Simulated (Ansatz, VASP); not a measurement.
# Cross-check of HfN between VASP and Ansatz

Wanted: the spread between two codes on one cell, functional and k mesh. The cell is taken from a series of runs on this material, whose earlier steps may have relaxed, scaled, displaced or heated it; both programs get it as it stands.

Main program and level: Ansatz 0.2.0; plane waves, with VASP 6.6.1 beside it; relaxation of cell and atoms at BLYP with D3(BJ).

### Step 1. The structure

Symmetry: Fm-3m, No. 225, cubic system. The conventional cell has a = 4.512 Å, b = 4.512 Å, c = 4.512 Å, α = 90.00°, β = 90.00°, γ = 90.00°. Hf has 6 N at 2.26 Å nearest. Nearest to N lie 6 Hf at 2.26 Å. Farther neighbours and most contacts between anions are not listed.

### Step 2. Ansatz: relaxation of cell and atoms, BLYP with D3(BJ)

Ansatz runs on its default PAW (the set named soft_2) files.

The relaxed volume is the usual yardstick between codes: in a stiff, nearly cubic crystal its relative difference is about their pressure difference at one cell divided by the bulk modulus.

Contents of input.yaml:

```yaml
crystal:
  lattice:
    - [0.0, 2.256, 2.256]
    - [2.256, 0.0, 2.256]
    - [2.256, 2.256, 0.0]
  atoms:
    - { symbol: Hf, position: [0.0, 0.0, 0.0] }
    - { symbol: "N", position: [0.5, 0.5, 0.5] }
kpoints:
  mp_grid: { grid: [14, 14, 14] }
hamiltonian:
  xc: blyp
  dispersion: d3bj
scf:
  occupations: { method: gaussian, width: 0.1 }
output:
  forces: true
  stress: true
  eigenvalues: true
relax:
  adjacent_minimum: "off"
  f_tol: 0.005
  max_steps: 60
  cell: { stress_tol: 0.03 }
```

Launch:

```
$ ansatz run input.yaml --threads 4 --pin off --max-ram 8192MiB --backend cpu --events-out ev --progress --plain --runs-dir out
```

Numbers of over 12 decimals in the logs are rounded to 6 here.

The program printed:

```text
Engine: ansatz 0.2.0, aarch64-unknown-linux-gnu
Pseudopotentials: kind: paw
Pseudopotential: Hf, paw, valence charge 26, recommended cutoff 420 eV (normal), Hf.paw.azcp
Pseudopotential: N, paw, valence charge 5, recommended cutoff 420 eV (normal), N.paw.azcp
Functional definition: BLYP
  parameter beta = 0.0042
  parameter a = 0.04918
  parameter b = 0.132
  parameter c = 0.2533
  parameter d = 0.349
  exchange = b88_x(beta = beta)
  correlation = lyp_c(a = a, b = b, c = c, d = d)
Crystal: 2 atoms, lattice volume = 22.964 Å³
Basis set: ecut = 420 eV, 459 PW (Γ), exchange–correlation on 48×48×48 points (8 copies of the dense FFT grid, shifted against one another)
Bands: 20, of which v1, the nominal top of the filled ones, is band 16 counted from 1 (15 counted from 0)
Symmetry: 48 space group operations
Space group: Fm-3m (ITA 225), of the structure as read, at distance tolerance 2.8e-5 Å
k-points: 104 of 2744
Non-local potential: Hf, projectors of the file, l = 0: 3, l = 1: 2, l = 2: 2, l = 3: 3
Non-local potential: N, projectors of the file, l = 0: 2, l = 1: 2, l = 2: 1
PAW form: soft (Blöchl's): semilocal exchange-correlation on the pseudo side does not see the compensation charge
PAW frozen core: Hf, regenerated for the run's functional, and the local potential with it (the file was generated under x = pbe(κ = 0.804, μ = 0.219515), c = pbe(β = 0.066725))
PAW frozen core: N, regenerated for the run's functional, and the local potential with it (the file was generated under x = pbe(κ = 0.804, μ = 0.219515), c = pbe(β = 0.066725))
PAW one-centre angular grid: Hf, 590 points (default); XC on 64 Gauss nodes
PAW one-centre angular grid: N, 110 points (default); XC on 64 Gauss nodes
Initial density: superposition of atomic densities (neutral atoms: chi_scale 0, normalization atom), corrected by the library's trained network
Initial wavefunctions: pseudopotential atomic-orbital guess
Functional: x = b88, c = lyp
SCF iter   1: F=—  HF=-16135.511411 eV  |F-HF|=—  |Δ(HF+E_count)|=         —  Δρ=3.06e-2  dr2=2.16e-1  ethr=1.77e-3  ⟨swp⟩=4.9  Hψ=8634  notcnv=0
preconditioner: auto → Kerker (q_TF=auto, 2.868 Å⁻¹)  [metal: Δε(μ)=0.044 eV  Ē_g=19.057 eV  σ=0.100 eV  W_gap=0.24  n_scr=14 (ndim 8)  ℏωp=41.7 eV  f_vac=0.000  D(μ)=0.77/eV (n_scr^D=8)]
SCF iter   2: F=—  HF=-16135.458503 eV  |F-HF|=—  |Δ(HF+E_count)|=   5.29e-2  Δρ=5.32e-3  dr2=7.40e-3  ethr=6.98e-4  ⟨swp⟩=2.0  Hψ=3431  notcnv=0  defer=35
SCF iter   3: F=—  HF=-16135.457179 eV  |F-HF|=—  |Δ(HF+E_count)|=   1.32e-3  Δρ=2.50e-3  dr2=1.24e-3  ethr=2.39e-5  ⟨swp⟩=2.0  Hψ=3111  notcnv=0  defer=35
SCF iter   4: F=—  HF=-16135.457171 eV  |F-HF|=—  |Δ(HF+E_count)|=   7.75e-6  Δρ=1.67e-3  dr2=5.81e-4  ethr=4.01e-6  ⟨swp⟩=2.0  Hψ=2814  notcnv=0  defer=35
SCF iter   5: F=—  HF=-16135.457165 eV  |F-HF|=—  |Δ(HF+E_count)|=   6.29e-6  Δρ=3.64e-4  dr2=3.07e-5  ethr=1.87e-6  ⟨swp⟩=2.5  Hψ=3572  notcnv=0  defer=35
SCF iter   6: F=—  HF=-16135.457182 eV  |F-HF|=—  |Δ(HF+E_count)|=   1.78e-5  Δρ=1.64e-4  dr2=3.11e-6  ethr=9.89e-8  ⟨swp⟩=2.0  Hψ=3671  notcnv=0  defer=35
SCF iter   7: F=—  HF=-16135.457182 eV  |F-HF|=—  |Δ(HF+E_count)|=   2.45e-7  Δρ=2.97e-5  dr2=1.34e-7  ethr=1.00e-8  ⟨swp⟩=2.0  Hψ=3683  notcnv=0  defer=35
SCF iter   8: F=-16135.457182 eV  HF=-16135.457182 eV  |F-HF|=1.46e-8  |Δ(HF+E_count)|=   7.77e-8  Δρ=1.46e-5  dr2=3.23e-8  ethr=3.23e-10  ⟨swp⟩=6.6  Hψ=9007  notcnv=0
SCF 1 converged in 8 iterations: F = -16135.457182 eV  dr2 = 3.23e-8
  greatest PAW one-centre occupation: 0.998 electrons in one spin orbital (limit 2), on the Hf atom at site 0 (counted from 0), in its partial waves of l = 3
relax step   1: F+E_penalty+E_count = -16135.45718196 eV  Δ(F+E_penalty+E_count) = +0.000e0 eV  max|allowed force component| = 7.954e-30 eV/Å  Δτ_max = 0.0000 Å  P = +1.921 GPa  Ω = 22.964 Å³  (8 SCF iters, dr2 threshold 1.00e-7 eV, accepted)
[...]
relax step   2: F+E_penalty+E_count = -16135.45703005 eV  Δ(F+E_penalty+E_count) = +1.519e-4 eV  max|allowed force component| = 3.550e-30 eV/Å  Δτ_max = 0.0000 Å  P = -0.962 GPa  Ω = 23.202 Å³  energy of the carried Pulay correction = -8.434e-4 eV  (5 SCF iters, dr2 threshold 2.00e-7 eV, accepted)
[...]
relax step   3: F+E_penalty+E_count = -16135.45755623 eV  Δ(F+E_penalty+E_count) = -5.262e-4 eV  max|allowed force component| = 6.574e-30 eV/Å  Δτ_max = 0.0000 Å  P = -0.012 GPa  Ω = 23.122 Å³  energy of the carried Pulay correction = -5.611e-4 eV  (5 SCF iters, dr2 threshold 2.00e-7 eV, accepted)
[...]
relax step   4: F+E_penalty+E_count = -16135.45814964 eV  Δ(F+E_penalty+E_count) = -5.934e-4 eV  max|allowed force component| = 5.851e-30 eV/Å  Δτ_max = 0.0000 Å  P = +0.019 GPa  Ω = 23.122 Å³  stress off target by 1.90e-2 GPa  SCF on the basis re-selected at this cell (its energy is not comparable with the rows above)  (7 SCF iters)
basis re-selected at this cell: Δ(F+E_penalty+E_count) = -5.934e-4 eV, ΔP = +0.031 GPa vs the last step (what re-selecting the basis moved, of the pressure what is left beyond the Pulay correction that the steps carried, after the strain that the cell walked since its last selection, with what the two solves' SCF thresholds leave and, on support functions, any second-order correction that the steps lacked; it is no m [...]
SCF converged after 7 iterations
Free energy (F): -16135.458150 eV
Harris-Foulkes:  -16135.458150 eV  (|F-HF|=3.64e-12)
Internal energy: -16135.453765 eV  (E = F + TS)
E sigma→0 (E₀):  -16135.455957 eV
Entropy (-TS):   -0.004385 eV (-2.192 meV/atom)
Fermi energy:    24.347456 eV
--- Per-component energies (eV) ---
  E_band       = 192.504095
  E_kinetic    = 558.979749
  E_local      = -4729.898230  (includes V_loc(G=0)·N_el)
  E_nonlocal   = -1198.909533
  E_hartree    = 2247.305214
  E_xc         = -358.528082
  E_vxc        = -339.301805  (∫ρ·V_xc dr)
  E_paw        = -7084.728557  (= ΣΔE_a)
  E_vpaw       = 1407.023434  (= ΣTr[D̂ρ^β])
  E_aug_tail   = 0.000097  (compensation charges beyond the density's cutoff)
  E_ewald      = -5567.952702
  E_disp       = -1.805696  (pairwise vdW)
  E_core_change = 0.083976  (= ΣΔE_core)
  E_smearing   = -0.004385  (= −TS)
  E_closure    = 0.000000  (closes the sum)
  Σ components = -16135.458150   (vs F -16135.458150, Δ=0.00e0)
--- Forces (eV/Å), atoms counted from 1 ---
  atom   1  Hf    -0.00000000     0.00000000     0.00000000
  atom   2  N      0.00000000    -0.00000000     0.00000000
  max |Σ_I F_I| component: 7.23e-30 eV/Å
--- Stress (GPa, compression-positive) ---
        0.018956      -0.000000      -0.000000
       -0.000000       0.018956      -0.000000
       -0.000000      -0.000000       0.018956
  P = ⅓ Tr σ = 0.0190 GPa (0.190 kbar)
--- Band table (eV; the first three rows and the last of 104) ---
  k-point 0: bands = [... 12 lower, 21.3362, 21.3362, 21.3362, 23.9367, 23.9367, 23.9367, 26.2100, 26.2100]
  k-point 1: bands = [... 12 lower, 20.8373, 21.0320, 21.0320, 24.0914, 24.1087, 24.1087, 26.5999, 26.5999]
  k-point 2: bands = [... 12 lower, 19.7679, 20.3636, 20.3636, 24.3579, 24.5517, 24.5517, 27.5210, 27.5775]
  k-point 103: bands = [... 12 lower, 18.2997, 18.8688, 18.9787, 24.6174, 26.2533, 29.6089, 29.6265, 30.4289]
--- Relaxed structure (3 steps of the walk, 3 accepted, 1 SCFs on fresh bases) ---
  F+E_penalty+E_count = -16135.45814964 eV   max|allowed force component| = 5.851e-30 eV/Å   (the final SCF, on the basis selected at the relaxed cell)
  cell:  # Å, volume = 23.1220 Å³
    - [0, 2.261161, 2.261161]
    - [2.261161, 0, 2.261161]
    - [2.261161, 2.261161, 0]
  atoms:
    - { symbol: Hf, position: [0, 0, 0] }
    - { symbol: N, position: [0.5, 0.5, 0.5] }
```

### Step 3. VASP: relaxation of cell and atoms, BLYP with D3(BJ)

The same cell, functional (in two slightly different forms), mesh and smearing now go to VASP, with its own data sets.

Lines of VASP's logs that name or quote its potential files are left out, and so is its time.

Contents of INCAR:

```
SYSTEM = HfN
PREC = Accurate
ENCUT = 600
EDIFF = 1E-07
NELM = 120
ISMEAR = 0
SIGMA = 0.1
LREAL = .FALSE.
ALGO = Normal
GGA = B5
ALDAX = 1
AGGAX = 1
AGGAC = 1
ALDAC = 0
IVDW = 12
VDW_S6 = 1
VDW_S8 = 2.6996
VDW_A1 = 0.4298
VDW_A2 = 4.2359
NBANDS = 13
LASPH = .TRUE.
LORBIT = 11
LWAVE = .FALSE.
LCHARG = .FALSE.
ISIF = 3
IBRION = 2
NSW = 80
EDIFFG = -0.005
GGA_COMPAT = .FALSE.
NELMIN = 4
```

Contents of POSCAR:

```
HfN
1.0
    0.0000000000      2.2560000000      2.2560000000
    2.2560000000      0.0000000000      2.2560000000
    2.2560000000      2.2560000000      0.0000000000
Hf N
1 1
Direct
    0.0000000000      0.0000000000      0.0000000000
    0.5000000000      0.5000000000      0.5000000000
```

Contents of KPOINTS:

```
Automatic mesh
0
Gamma
14 14 14
0 0 0
```

Potentials, in the order of the species: Hf_pv and N (PBE family, release 64).

Launch:

```
$ mpirun -np 1 vasp_std
```

The program printed:

```text
[banner, memory and clock lines left out]
running    1 mpi-ranks, on    1 nodes
 distrk:  each k-point on    1 cores,    1 groups
 distr:  one band on    1 cores,    1 groups

 POSCAR found type information on POSCAR HfN
 POSCAR found :  2 types and       2 ions
|                                                                             |
|               ----> ADVICE to this user running VASP <----                  |
|                                                                             |
|     You enforced a specific xc type in the INCAR file but a different       |
|     [... a line on the potential file left out ...]
|     I HOPE YOU KNOW WHAT YOU ARE DOING!                                     |
|                                                                             |

 LDA part: xc-table for (Slater(with rela. corr.)+VWN5), standard interpolation
 POSCAR, INCAR and KPOINTS ok, starting setup
 FFT: planning ... GRIDC
 FFT: planning ... GRID_SOFT
 FFT: planning ... GRID
 WAVECAR not read
 entering main loop
       N       E                     dE             d eps       ncg     rms          rms(c)
DAV:   1     0.471998466205E+02    0.47200E+02   -0.87420E+03  2704   0.122E+03
DAV:   2    -0.210958798143E+02   -0.68296E+02   -0.63681E+02  3483   0.270E+02
DAV:   3    -0.236196934958E+02   -0.25238E+01   -0.25047E+01  3343   0.447E+01
DAV:   4    -0.236320631216E+02   -0.12370E-01   -0.12363E-01  2960   0.346E+00
DAV:   5    -0.236321654425E+02   -0.10232E-03   -0.10232E-03  3246   0.271E-01    0.468E+01
DAV:   6    -0.200848141744E+02    0.35474E+01   -0.12022E+01  3221   0.277E+01    0.407E+01
DAV:   7    -0.200205918172E+02    0.64222E-01   -0.66042E-01  2894   0.730E+00    0.280E+01
DAV:   8    -0.200084288286E+02    0.12163E-01   -0.17292E-01  3224   0.395E+00    0.961E+00
DAV:   9    -0.199950947271E+02    0.13334E-01   -0.45437E-02  3167   0.178E+00    0.200E+00
DAV:  10    -0.199948689436E+02    0.22578E-03   -0.15405E-03  3311   0.373E-01    0.429E-01
DAV:  11    -0.199948903822E+02   -0.21439E-04   -0.10889E-04  3079   0.105E-01    0.183E-02
DAV:  12    -0.199948925189E+02   -0.21366E-05   -0.41336E-06  3144   0.211E-02    0.523E-02
DAV:  13    -0.199948920576E+02    0.46127E-06   -0.48485E-07  3270   0.648E-03    0.507E-03
DAV:  14    -0.199948920424E+02    0.15176E-07   -0.22843E-08  1587   0.142E-03
   1 F= -.21813515E+02 E0= -.21811367E+02  d E =-.218135E+02
 curvature:   0.00 expect dE= 0.000E+00 dE for cont linesearch  0.000E+00
 trial: gam= 0.00000 g(F)=  0.150E-61 g(S)=  0.106E-03 ort = 0.000E+00 (trialstep = 0.100E+01)
 search vector abs. value=  0.106E-03
 bond charge predicted
       N       E                     dE             d eps       ncg     rms          rms(c)
   2 F= -.21813468E+02 E0= -.21811313E+02  d E =0.472336E-04
 trial-energy change:    0.000047  1 .order    0.000047   -0.000106    0.000200
 step:   0.3461(harm=  0.3461)  dis= 0.00000  next Energy=   -21.813534 (dE=-0.183E-04)
 bond charge predicted
       N       E                     dE             d eps       ncg     rms          rms(c)
DAV:   1    -0.199969280690E+02    0.32448E-02   -0.45063E-03  2704   0.595E-01    0.222E-01
DAV:   2    -0.199967966581E+02    0.13141E-03   -0.21153E-04  2984   0.130E-01    0.102E-01
DAV:   3    -0.199967584437E+02    0.38214E-04   -0.73073E-05  2904   0.760E-02    0.677E-02
DAV:   4    -0.199967563973E+02    0.20464E-05   -0.84329E-06  3249   0.247E-02    0.375E-02
DAV:   5    -0.199967567832E+02   -0.38595E-06   -0.57954E-07  3621   0.623E-03    0.175E-03
DAV:   6    -0.199967567813E+02    0.19797E-08   -0.33832E-08  1457   0.181E-03
   3 F= -.21813534E+02 E0= -.21811383E+02  d E =-.184495E-04
 curvature:  -0.17 expect dE=-0.346E-11 dE for cont linesearch -0.346E-11
 trial: gam= 0.00000 g(F)=  0.366E-62 g(S)=  0.200E-10 ort =-0.461E-07 (trialstep = 0.869E+00)
 search vector abs. value=  0.120E-09
 reached required accuracy - stopping structural energy minimisation
```

OUTCAR, selected parts (step 3):

```text
ion  position               nearest neighbor table
   1  0.000  0.000  0.000-   2 2.26   2 2.26   2 2.26   2 2.26   2 2.26   2 2.26
   2  0.500  0.500  0.500-   1 2.26   1 2.26   1 2.26   1 2.26   1 2.26   1 2.26

  LATTYP: Found a face centered cubic cell.
 ALAT       =     4.5120000000

 Subroutine GETGRP returns: Found 48 space group operations
 (whereof 48 operations were pure point group operations)

The static configuration has the point symmetry O_h .

 Found    104 irreducible k-points:

   k-points           NKPTS =    104   k-points in BZ     NKDIM =    104   number of bands    NBANDS=     13

   dimension x,y,z NGX =    28 NGY =   28 NGZ =   28
   dimension x,y,z NGXF=    56 NGYF=   56 NGZF=   56

   ENCUT  =  600.0 eV  44.10 Ry    6.64 a.u.   6.37  6.37  6.37*2*pi/ulx,y,z

   NELECT =      15.0000    total number of electrons

 k-points in reciprocal lattice and weights: Automatic mesh
   0.00000000  0.00000000  0.00000000       0.000
   0.07142857  0.00000000  0.00000000       0.003
   0.14285714  0.00000000  0.00000000       0.003
   0.21428571  0.00000000  0.00000000       0.003
   0.28571429  0.00000000  0.00000000       0.003
   0.35714286  0.00000000  0.00000000       0.003
   0.42857143  0.00000000  0.00000000       0.003
   0.50000000  0.00000000  0.00000000       0.001
   0.07142857  0.07142857  0.00000000       0.002
[...]
-0.28571429  0.42857143  0.21428571       0.009
  -0.28571429  0.50000000  0.21428571       0.004

 Edisp (eV)   -1.81330

 average (electrostatic) potential at core
       1 -34.6119       2 -61.0867

 E-fermi :   8.9578

 k-point     1 :       0.0000    0.0000    0.0000
  band No.  band energies     occupation
    ...
      6       5.8695      2.00000
      7       5.8695      2.00000
      8       8.5678      2.00000
      9       8.5678      2.00000
     10       8.5678      2.00000
     11      10.8592      0.00000
     12      10.8592      0.00000
     13      11.0282      0.00000

 k-point     2 :       0.0714    0.0000    0.0000
  band No.  band energies     occupation
    ...
      6       5.5708      2.00000
      7       5.5708      2.00000
      8       8.7150      1.99940
      9       8.7387      1.99805
     10       8.7387      1.99805
     11      11.2511      0.00000
     12      11.2511      0.00000
     13      11.3854      0.00000

 k-point     3 :       0.1429    0.0000    0.0000
  band No.  band energies     occupation
    ...
      4      -8.0569      2.00000
      5       4.3136      2.00000
      6       4.9140      2.00000
      7       4.9140      2.00000
      8       8.9746      0.81276
      9       9.1821      0.00151
     10       9.1821      0.00151
     11      12.2376      0.00000
     12      12.2376      0.00000
     13      12.2655      0.00000

 Edisp (eV)   -1.81678

  Total      -0.00002    -0.00002    -0.00002     0.00000     0.00000     0.00000
  in kB      -0.00116    -0.00116    -0.00116     0.00000     0.00000     0.00000
  external pressure =       -0.00 kB  Pullay stress =        0.00 kB

  energy-cutoff  :      600.00
  volume of cell :       22.99
      direct lattice vectors                 reciprocal lattice vectors
     0.000000000  2.256720801  2.256720801    -0.221560416  0.221560416  0.221560416
     2.256720801 -0.000000000  2.256720801     0.221560416 -0.221560416  0.221560416
     2.256720801  2.256720801 -0.000000000     0.221560416  0.221560416 -0.221560416

 POSITION                                       TOTAL-FORCE (eV/Angst)
 -----------------------------------------------------------------------------------
      0.00000      0.00000     -0.00000         0.000000     -0.000000     -0.000000
      2.25672      2.25672      2.25672        -0.000000      0.000000      0.000000
 -----------------------------------------------------------------------------------
    total drift:                                0.000000      0.000000      0.000000

  FREE ENERGIE OF THE ION-ELECTRON SYSTEM (eV)
  ---------------------------------------------------
  free  energy   TOTEN  =       -21.8135336551 eV

  energy  without entropy=      -21.8092322187  energy(sigma->0) =      -21.81138294

 reached required accuracy - stopping structural energy minimisation

 total charge
# of ion       s       p       d       tot
------------------------------------------
    1        0.283   6.579   1.784   8.647
    2        1.232   2.543   0.000   3.775
--------------------------------------------------
tot          1.515   9.122   1.784  12.422

[... 3 further parts left out ...]
```

CONTCAR:

```
HfN
   1.00000000000000
     0.0000000000000000    2.2567208011142728    2.2567208011142728
     2.2567208011142728   -0.0000000000000000    2.2567208011142728
     2.2567208011142728    2.2567208011142728   -0.0000000000000000
  Hf              N
     1     1
Direct
     0.0000000000000000    0.0000000000000000    0.0000000000000000
     0.5000000000000000    0.5000000000000000    0.5000000000000000
```

### Step 4. Comparison

Known differences besides the potentials themselves: the data sets hold 31 valence electrons in Ansatz (on its default PAW (the set named soft_2) files) and 15 in VASP; the cutoff is 420 eV in Ansatz and 600 eV in VASP; Ansatz makes its cores anew for this functional, VASP keeps those of its PBE data sets; VASP's log shows a relativistic correction to its local exchange, Ansatz's none; Ansatz adds a Pulay correction to the stress that steers its cell, VASP none. Total energies have different zeros and are not compared.

The two programs side by side:

| quantity | Ansatz | VASP | difference |
| --- | --- | --- | --- |
| volume (Å³) | 23.12 | 22.99 | +0.59 % |
| edge a after relaxation, in the typed setting (Å) | 3.198 | 3.192 | +0.20 % |

### Step 5. Results

```json
{"difference in volume (relaxation of cell and atoms, BLYP with D3(BJ))": "0.59 %"}
```

**Reading.** The difference in volume is 0.59 % (relaxation of cell and atoms, BLYP with D3(BJ)), within the 1.2 % picked in this series as the mark of a large difference, as far as the stopping tolerances let one tell. The data sets hold unlike numbers of valence electrons (31 in Ansatz and 15 in VASP), so part of the differences comes from the potentials. 1 further run of this series is not shown here. How closely two codes agree says nothing of how well the functional describes the real material.

[Lines on the potential files, build, host, timing and source positions are cut from VASP's logs without a mark.]

[Logs are printed without paths, hosts, clocks, repeated set-up lines and the standing remarks that a program may print on its own settings, such as how far it seeks lower states.]

[Hosts, paths, dates, database ids (printed as entryN), source tags and the programs' standing remarks are cut or masked in the printed files.]
